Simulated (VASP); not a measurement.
Input:

```xyz
6
Lattice="3.4777 0.0000 0.0000 -1.7388 3.0117 0.0000 0.0000 0.0000 13.8243" Properties=species:S:1:pos:R:3 pbc="T T T"
W      0.0000     2.0078     3.4561
W      1.7388     1.0039    10.3682
Te     0.0000     2.0078     8.5609
Te     1.7388     1.0039     1.6488
Te     1.7388     1.0039     5.2633
Te     0.0000     2.0078    12.1755
```

Calculation: LDA (Ceperley-Alder, Perdew-Zunger), VASP's LDA PAW potentials (set 64) (plane waves; VASP 6.6.1). Settings: 400 eV cut-off, 8×8×2 Γ-centred mesh, tetrahedra with Blöchl corrections, potentials W_sv Te.

### Question
Estimate the energy per atom (σ→0).

### Answer

```yaml
energy per atom (σ→0): -7.344 eV/atom
```

The structure was generated: Te2W was put into the 2H-MoS2 type (P6_3/mmc), which need not be its known phase. It was relaxed first, which changed the volume by -19 %.
